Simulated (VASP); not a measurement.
Computed with PBE GGA, VASP's PBE PAW potentials (set 64) (plane waves; VASP 6.6.1).

VASP input:

**INCAR**
```
# general
SYSTEM   =  Fe3Mo
PREC     =  Accurate
ENCUT    =  300   # plane-wave cut-off (eV)
LREAL    =  .FALSE.   # projection in real space or not
LASPH    =  .TRUE.   # aspherical one-centre terms

# electronic loop
EDIFF    =  1E-6   # SCF stop (eV)
NELM     =  100   # most electronic steps
ALGO     =  Normal
LMAXMIX  =  4

# smearing
ISMEAR   =  -1
SIGMA    =  0.136   # width (eV)

# functional
GGA      =  PE   # PBE

# spin
ISPIN    =  2
MAGMOM   =  3*4.0 0.0

# ions
ISIF     =  2

# output
LWAVE    =  .FALSE.
LCHARG   =  .FALSE.
LORBIT   =  11   # lm-projected
```

File KPOINTS:
```
K-points
0
Gamma
  5 5 5
0 0 0
```

### POSCAR
```
Fe3Mo
1
    3.6147560000     0.0000000000     0.0000000000
    0.0000000000     3.6147560000     0.0000000000
    0.0000000000     0.0000000000     3.6147560000
Fe Mo
3 1
Direct
  0.0000000000   0.5000000000   0.5000000000
  0.5000000000   0.5000000000   0.0000000000
  0.5000000000   0.0000000000   0.5000000000
  0.0000000000   0.0000000000   0.0000000000
```

POTCAR, in this order: Fe Mo_sv (PBE.64 set). Program: vasp_std.

Task: What will the output report for the number of irreducible k-points (NKPTS), largest plane-wave count, number of space-group operations, FFT grid (NGX, NGY, NGZ)?

Result: 
```yaml
number of irreducible k-points (NKPTS): 10
largest_plane_wave_count: 587
number_of_space_group_operations: 48
FFT grid (NGX, NGY, NGZ): 20 × 20 × 20
```

The structure was generated: Fe3Mo was put into an ordered model structure, which need not be its known phase. The cell was not relaxed at this level. The k-mesh is coarse (spacing up to 0.35 per Å, 2π included), so the numbers may not be converged in it.
